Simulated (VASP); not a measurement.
Input:

```
CELL_PARAMETERS angstrom
      2.99000     0.00000     0.00000
      0.00000     2.99000     0.00000
      0.00000     0.00000     2.99000
ATOMIC_POSITIONS crystal
  Al 0.50000 0.50000 0.50000
  Ru 0.00000 0.00000 0.00000
```

The numbers are results of optB86b-vdW, VASP's PBE PAW potentials (set 64) (plane waves; VASP 6.6.1), not measurements. Settings: 520 eV cut-off, 14×14×14 Γ-centred mesh, tetrahedra with Blöchl corrections, potentials Al Ru_pv.

Q: What does the run give for the energy per atom (σ→0), band gap (on the k-mesh) with the smallest direct gap where there is one?

A: 
```
Item                                                        Result
------------------------  ----------------------------------------
band gap (on the k-mesh)  none (metal, semimetal or under 0.01 eV)
energy per atom (σ→0)                               -5.072 eV/atom
```

Total energies compare only between runs with the same potentials, cut-off and functional.

The compound is RuAl in the CsCl type structure. The cell was not relaxed at this level. The electron count is odd and the run is not spin-polarised, which forces a metal.
